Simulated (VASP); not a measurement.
OSZICAR of a VASP run on NaI (rock salt):

OSZICAR:
```
       N       E                     dE             d eps       ncg     rms          rms(c)
DAV:   1     0.804934538738E+02    0.80493E+02   -0.68688E+03   440   0.115E+03
DAV:   2     0.515184088075E+01   -0.75342E+02   -0.70793E+02   467   0.232E+02
DAV:   3    -0.146362406667E+01   -0.66155E+01   -0.65659E+01   540   0.682E+01
DAV:   4    -0.165511230236E+01   -0.19149E+00   -0.19134E+00   514   0.113E+01
DAV:   5    -0.165982104121E+01   -0.47087E-02   -0.47084E-02   537   0.205E+00    0.165E+00
DAV:   6    -0.157996468250E+01    0.79856E-01   -0.12484E-01   485   0.221E+00    0.104E+00
DAV:   7    -0.156488642645E+01    0.15078E-01   -0.78337E-02   467   0.180E+00    0.520E-01
DAV:   8    -0.156506903273E+01   -0.18261E-03   -0.54557E-03   479   0.889E-01    0.137E-01
DAV:   9    -0.156494936686E+01    0.11967E-03   -0.23846E-04   524   0.153E-01    0.476E-02
DAV:  10    -0.156496150674E+01   -0.12140E-04   -0.77588E-05   467   0.112E-01    0.136E-02
DAV:  11    -0.156496123722E+01    0.26952E-06   -0.39862E-06   532   0.320E-02    0.760E-03
DAV:  12    -0.156496186193E+01   -0.62471E-06   -0.70814E-07   464   0.112E-02    0.224E-03
DAV:  13    -0.156496180015E+01    0.61773E-07   -0.68341E-08   295   0.209E-03
   1 F= -.15649618E+01 E0= -.15649618E+01  d E =-.610317E-11
```

Question: Which electronic solver shows in the log?

Answer: It is blocked Davidson (ALGO = Normal, or the opening steps of other solvers). The INCAR had ALGO = Normal.

Question: Can the final energy be trusted as converged?

Answer: The calculation finished and met its thresholds. It stopped with EDIFF = 1E-7, NELM = 100 (vdW-DF2, plane waves, VASP's PBE PAW potentials (set 64)).

The compound is NaI in the rock salt structure. This cell is one point of a volume scan, at 0.94 of the reference volume.
